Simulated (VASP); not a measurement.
Data:

```xyz
8
Lattice="6.4120 0.0000 0.0000 0.0000 6.4120 0.0000 0.0000 0.0000 6.4163" Properties=species:S:1:pos:R:3 pbc="T T T"
In     0.0000     0.0000     6.3102
In     3.2060     3.2060     6.3102
In     3.2060     0.0000     3.3142
In     0.0000     3.2060     3.3142
Sb     1.6030     1.6030     1.6041
Sb     4.8090     4.8090     1.6041
As     4.8090     1.6030     4.8122
As     1.6030     4.8090     4.8122
```

All values below come from PBE GGA, VASP's PBE PAW potentials (set 64) (plane waves; VASP). Settings: 400 eV cut-off, 5×5×5 Γ-centred mesh, first-order Methfessel-Paxton smearing of 0.10 eV, potentials In_d Sb As.

Unless said otherwise, spin-orbit coupling is left out, though it shifts the bands of the heavy elements here.

Question: Estimate the energy per atom (σ→0), band gap (on the k-mesh) with the smallest direct gap where there is one.

Answer: 
```
Quantity                                                    Result
------------------------  ----------------------------------------
band gap (on the k-mesh)  none (metal, semimetal or under 0.01 eV)
energy per atom (σ→0)                               -3.647 eV/atom
```

Total energies compare only between runs with the same potentials, cut-off and functional.

The structure was generated: In4As2Sb2 was put into an ordered model structure (P-4m2), which need not be its known phase. It was relaxed first, which changed the volume by +7 %. The start is the result of an earlier pass.
